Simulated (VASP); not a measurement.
VASP ran on this input.

**POSCAR**
```
KCl
1
   -0.0000000000     2.8169187683     2.8169187683
    2.8169187683    -0.0000000000     2.8169187683
    2.8169187683     2.8169187683    -0.0000000000
K Cl
1 1
Direct
  0.0000000000   0.0000000000   0.0000000000
  0.5000000000   0.5000000000   0.5000000000
```

**KPOINTS**
```
Automatic
0
Gamma
 8 8 8
```

### INCAR
```
ALGO  =  Normal
EDIFF  =  1E-6
EDIFFG  =  -0.02
ENCUT  =  500
IBRION  =  2
ISIF  =  3
ISMEAR  =  0
LASPH  =  .TRUE.
LCHARG  =  .FALSE.
LREAL  =  .FALSE.
LWAVE  =  .FALSE.
NELM  =  100
NSW  =  40
PREC  =  Accurate
PSTRESS  =  100
SIGMA  =  0.05
SYSTEM  =  KCl
```

POTCAR, in this order: K_sv Cl (LDA.64 set). Program: vasp_std.

**Question.** Write an equivalent input for Ansatz.

**Answer.** One equivalent input (not run):
Ansatz 0.2 input:
```yaml
crystal:
  lattice:
    - [0.0000000, 2.8169188, 2.8169188]
    - [2.8169188, 0.0000000, 2.8169188]
    - [2.8169188, 2.8169188, 0.0000000]
  atoms:
    - { symbol: K, position: [0.0000000, 0.0000000, 0.0000000] }
    - { symbol: Cl, position: [0.5000000, 0.5000000, 0.5000000] }
kpoints:
  mp_grid: { grid: [8, 8, 8] }
hamiltonian:
  xc: lda
  pseudopotentials: { kind: paw }
scf:
  occupations: { method: gaussian, width: 0.05 }
  max_iter: 100
relax:
  max_steps: 40
  f_tol: 0.02
  cell: { p_target: 10 }
output: { forces: true, stress: true, eigenvalues: true }
```
Limits of the translation: each code has its own PAW files, so the cut-off isn't converted (ENCUT is set for VASP's; basis.ecutwfc is left out, and Ansatz then takes the one that its files recommend); Ansatz stops its SCF on the density residual and VASP on the energy change (EDIFF); Ansatz's lda is the Perdew-Wang form, while the LDA potentials of VASP carry Perdew-Zunger's.

The compound is KCl in the rock salt structure. It was relaxed first under an external pressure of 10 GPa.
